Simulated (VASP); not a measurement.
OSZICAR of a VASP run on WO (relaxed from the NiAs type structure, space group P6_3/mmc):

OSZICAR:
```
       N       E                     dE             d eps       ncg     rms          rms(c)
DAV:   1     0.343620253857E+03    0.34362E+03   -0.23531E+04  2304   0.197E+03
DAV:   2    -0.106120582387E+03   -0.44974E+03   -0.44342E+03  2656   0.561E+02
DAV:   3    -0.131194042174E+03   -0.25073E+02   -0.24687E+02  2912   0.126E+02
DAV:   4    -0.131628709621E+03   -0.43467E+00   -0.43104E+00  2552   0.163E+01
DAV:   5    -0.131634824952E+03   -0.61153E-02   -0.60883E-02  2832   0.189E+00    0.338E+01
DAV:   6    -0.120573427683E+03    0.11061E+02   -0.15292E+01  2992   0.322E+01    0.111E+01
DAV:   7    -0.115496670445E+03    0.50768E+01   -0.29120E+00  2736   0.107E+01    0.300E+00
DAV:   8    -0.115833303559E+03   -0.33663E+00   -0.16706E+00  2672   0.900E+00    0.285E+00
DAV:   9    -0.116418925645E+03   -0.58562E+00   -0.59241E-01  2488   0.565E+00    0.446E-01
DAV:  10    -0.116462403705E+03   -0.43478E-01   -0.40149E-02  2776   0.158E+00    0.307E-01
DAV:  11    -0.116466178261E+03   -0.37746E-02   -0.46411E-02  2608   0.153E+00    0.179E-01
DAV:  12    -0.116471086599E+03   -0.49083E-02   -0.53895E-03  2472   0.612E-01    0.109E-01
DAV:  13    -0.116486435576E+03   -0.15349E-01   -0.41745E-03  2512   0.462E-01    0.267E-02
DAV:  14    -0.116488831130E+03   -0.23956E-02   -0.50662E-04  2760   0.179E-01    0.229E-02
DAV:  15    -0.116488687625E+03    0.14351E-03   -0.62342E-05  2656   0.698E-02    0.207E-02
DAV:  16    -0.116489342569E+03   -0.65494E-03   -0.37407E-04  2512   0.145E-01    0.729E-03
DAV:  17    -0.116489313586E+03    0.28984E-04   -0.10790E-05  2760   0.282E-02    0.353E-03
DAV:  18    -0.116489321426E+03   -0.78401E-05   -0.16298E-06  1712   0.921E-03    0.243E-03
DAV:  19    -0.116489326455E+03   -0.50288E-05   -0.19159E-06  1560   0.114E-02    0.648E-04
DAV:  20    -0.116489330247E+03   -0.37926E-05   -0.13742E-07  1232   0.327E-03    0.203E-04
DAV:  21    -0.116489329807E+03    0.44041E-06   -0.17990E-08  1216   0.112E-03
   1 F= -.11648933E+03 E0= -.11649034E+03  d E =-.116489E+03
```

**Question.** Which electronic solver shows in the log?

**Answer.** It is blocked Davidson (ALGO = Normal, or the opening steps of other solvers). The INCAR had ALGO = Normal.

**Question.** Can the final energy be trusted as converged?

**Answer.** Self-consistency was reached. It stopped with EDIFF = 1E-6, NELM = 100, NSW = 60 and EDIFFG = -0.02 after 1 ionic step (r2SCAN meta-GGA, plane waves, VASP's PBE PAW potentials (set 64)).

The structure was generated: WO was put into the NiAs type type (P6_3/mmc), which need not be its known phase. It was relaxed first, which changed the volume by -26 %. The start is the result of an earlier pass.
